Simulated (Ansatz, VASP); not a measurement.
**RbAl4Cl: VASP beside Ansatz**

File INCAR:

```
SYSTEM = RbAl4Cl
  ALGO = Normal
  EDIFF = 1E-6
  ENCUT = 520
  GGA = PE
  ISIF = 2
  ISMEAR = 0
  LASPH = .True.
  LCHARG = .False.
  LREAL = .False.
  LWAVE = .False.
  NBANDS = 23
  NELM = 100
  PREC = Accurate
  SIGMA = 0.1
```

The input KPOINTS:

```
k-points
0
Gamma
  3 3 4
  0 0 0
```

File POSCAR:

```
RbAl4Cl
1.0
    5.9162993700      0.0000000000      0.0000000000
   -2.9581496900      5.1236655500      0.0000000000
    0.0000000000      0.0000000000      4.3273983900
Rb Al Cl
1 4 1
Direct
    0.3333333300      0.6666666700      0.0000000000
    0.0000000000      0.0000000000      0.0000000000
    0.3334793300      0.1667396700      0.5000000000
    0.8332603300      0.1667396700      0.5000000000
    0.8332603300      0.6665206700      0.5000000000
    0.6666666700      0.3333333300      0.0000000000
```

Input for Ansatz:

```yaml
crystal:
  lattice:
    - [5.91629937, 0.0, 0.0]
    - [-2.95814969, 5.12366555, 0.0]
    - [0.0, 0.0, 4.32739839]
  atoms:
    - { symbol: Rb, position: [0.33333333, 0.66666667, 0.0] }
    - { symbol: Al, position: [0.0, 0.0, 0.0] }
    - { symbol: Al, position: [0.33347933, 0.16673967, 0.5] }
    - { symbol: Al, position: [0.83326033, 0.16673967, 0.5] }
    - { symbol: Al, position: [0.83326033, 0.66652067, 0.5] }
    - { symbol: Cl, position: [0.66666667, 0.33333333, 0.0] }
basis:
  ecutwfc: 420
kpoints:
  mp_grid: { grid: [3, 3, 4] }
hamiltonian:
  xc: pbe
scf:
  occupations: { method: gaussian, width: 0.1 }
  lower_state_search: "off"
output:
  forces: true
  stress: true
  eigenvalues: true
```

Change from the starting cell: species swapped into the GdCo4Si type (P-6m2, No. 187).

Alike in both runs: task single point; functional PBE; k mesh 3 × 3 × 4; occupations gaussian, width 0.1 eV; no spin polarisation.

|  | VASP | Ansatz |
| --- | --- | --- |
| version | VASP 6.6.1 | Ansatz 0.2.0 |
| potentials or method | VASP PAW PBE potentials, release 64 (Rb_sv, Al, Cl) | scalar-relativistic, plane waves, PAW |
| plane-wave cutoff (eV) | 520 | 420 |
| valence electrons in the cell | 28 | 28 |

```tsv
	VASP	Ansatz	Ansatz less VASP
gap on the k mesh at the Fermi level (eV)	none	none	-
pressure (GPa)	4.6	4.5	-0.02
largest component of the traceless stress (GPa)	3.82	3.82	+0.003
rms of the force components (eV/Å)	0.029	0.029	+0.0006
```

Atom by atom the forces differ by 0.001 eV/Å (rms over components). A gap of «none» marks a metal or a gap that the smearing closes. With one functional, cell and mesh, what is left measures potentials, basis and numerics.

Caveats: the k mesh is coarse (spacing up to 0.41 Å⁻¹), so the values aren't converged.
